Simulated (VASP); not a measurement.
The system is C.

```
C
1.0
     2.45600    0.00000    0.00000
    -1.22800    2.12696    0.00000
     0.00000    0.00000    6.69600
C
4
Direct
  0.00000 0.00000 0.75000
  0.00000 0.00000 0.25000
  0.33333 0.66667 0.75000
  0.66667 0.33333 0.25000
```

Base run:

| Quantity | Value |
| --- | --- |
| Program | VASP 6.6.1 |
| Functional | PBE |
| Dispersion | D3(BJ) |
| Potentials or basis | VASP PAW PBE potentials, release 64 (C) |
| Cutoff | 700 eV |
| k mesh | 12 × 12 × 4 |
| Occupations | gaussian, width 0.02 eV |
| Spin | no spin polarisation |

Its results: band gap on the k mesh none (metal or under the smearing width); pressure 3.2 GPa.

Task: The run is repeated on the same cell with these changes: cutoff from 700 eV to 520 eV; k mesh from 12 × 12 × 4 to 6 × 6 × 2. What comes out?

Result: Band gap on the k mesh none (metal or under the smearing width); pressure 4.0 GPa.

Caveats: some runs use coarse meshes.
